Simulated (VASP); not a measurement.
## GaN: energy against volume

GaN (zinc blende, F-43m, 11.120 Å³/atom and stress up to 0.18 GPa in the relaxed cell, cube axes along x, y and z) under an equal strain ε along all three axes. LDA in VASP (plane waves, PAW), 600 eV, 12×12×12 Γ-centred mesh, Gaussian smearing 0.05 eV; ions are relaxed, or left where forces stay under 0.02 eV/Å, within the symmetry of each cell.

Here V stands for volume and E for E less E0.

```csv
volume (Å³/atom),E less E0 (meV/atom),pressure (GPa)
10.4657,26.98,13.71
10.6267,14.93,9.87
10.7893,6.54,6.29
10.9536,1.61,2.94
11.1196,0.00,-0.18
11.2872,1.53,-3.09
11.4565,6.05,-5.80
11.6275,13.41,-8.33
11.8002,23.46,-10.65
12.1507,?,?
```

Taking the third-order Birch-Murnaghan form, a cubic in V^(-2/3) for E over the 9 complete rows: With u = V^(-2/3) - 0.201, the rows have u = 0.008004, 0.005888, 0.003804, 0.001751, -0.000272, -0.002264, -0.004227, -0.006161, -0.008067. Least squares gives E = 0.032 + 219.41·u + 390258·u² + 373802·u³. Residuals (row less fit): -0.001, 0.000, 0.006, -0.005, -0.001, -0.001, 0.001, 0.004, -0.002; standard error 0.004 (degrees of freedom: 5). Its minimum lies at u = -0.000281, so V0 = (0.200719)^(-3/2) = 11.12. There d²E/du² = 779900 and d³E/du³ = 2243000, so B0 = (4/9) × 11.12^(-7/3) × 779900 × 0.160218 = 201 GPa (the last factor turns the table's units into GPa), and B0' = 4 + (2/3) × 0.200719 × (2243000)/779900 = 4.4. B0' rests on the cubic coefficient alone and has a standard error of 0.1 from these residuals.

Q: What does the fit predict for E at V = 12.1507, and how far is the calculated value from it?

A: u = -0.011795, so E = 0.032 + 219.41 × (-0.011795) + 390258 × (-0.011795)² + 373802 × (-0.011795)³ = 51.124 meV/atom. The calculation gives 51.10 meV/atom, 0.024 meV/atom below the prediction (0.0 % of the range of E in the table). The row lies outside the fitted rows, so this is an extrapolation. The scatter of the fitted rows lies at the last printed digit.

Other structures, which can take over under pressure, weren't tried. The same form fitted to the pressure column gives B0' = 4.4; series where the two differ by over 0.4 aren't shown. GaN is here a metastable form; wurtzite is the usual one. Rows are the converged runs of the series near zero and its far end, less any whose ions stayed unrelaxed beside relaxed ones; series whose fitted rows scatter by over a few per cent of the range, as at a crossing or softening among them, aren't shown in this form.
